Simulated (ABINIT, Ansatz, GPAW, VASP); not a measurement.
## One structure in several programs: Al (Fm-3m, 1 atom in the cell)

Self-consistent single point.

```
CELL_PARAMETERS angstrom
      0.00000     2.00272     2.00272
      2.00272     0.00000     2.00272
      2.00272     2.00272     0.00000
ATOMIC_POSITIONS crystal
  Al 0.00000 0.00000 0.00000
```

All programs got the same cell, k-point mesh and kind of occupations (in Ansatz's words: kpoints.mp_grid.grid = 14 14 14; scf.occupations.method = fermi_dirac; scf.occupations.width = 0.1 eV); potentials, basis and cutoffs are each program's usual ones.

```csv
code,model,pressure (GPa),cutoff
GPAW,"PBE, GPAW PAW datasets PBE (gpaw-data 1.0.1)",2.20,550 eV
ABINIT,"PBE, norm-conserving pseudopotentials (PseudoDojo nc-sr-05 PBE standard)",1.79,544 eV
Ansatz,"PBE, default PAW files",1.97,default
VASP,"PBE, VASP's PBE PAW potentials (set 64)",1.96,300 eV
```

The spread over the programs that give each value: pressure within 0.41 GPa.

The starting cell has typed, rounded lattice constants, without a prior relaxation at this level. Its lattice was rescaled by a random factor within 2.5 % of one.

Q: Why do the programs differ, and what cannot be compared?

A: Differences of this kind can come from the potentials, where these differ, and from what each basis and cutoff leave unconverged. The zero of total energies and Fermi levels follows the potentials and each program's conventions, so they are not compared here. Ansatz's pressure is given at a fixed set of plane waves, as the other plane-wave codes print theirs; with its correction for the finite basis it is 2.05 GPa.

VASP's run is marked for a possible Pulay error in its stress at this cutoff; no cutoff test was made.

Left out of this page: Quantum ESPRESSO, CP2K, PySCF, Elk, FLEUR and SIESTA (not drawn, or without a comparable value).

Ansatz is an electronic-structure program.

Keys are those of Ansatz 0.2.
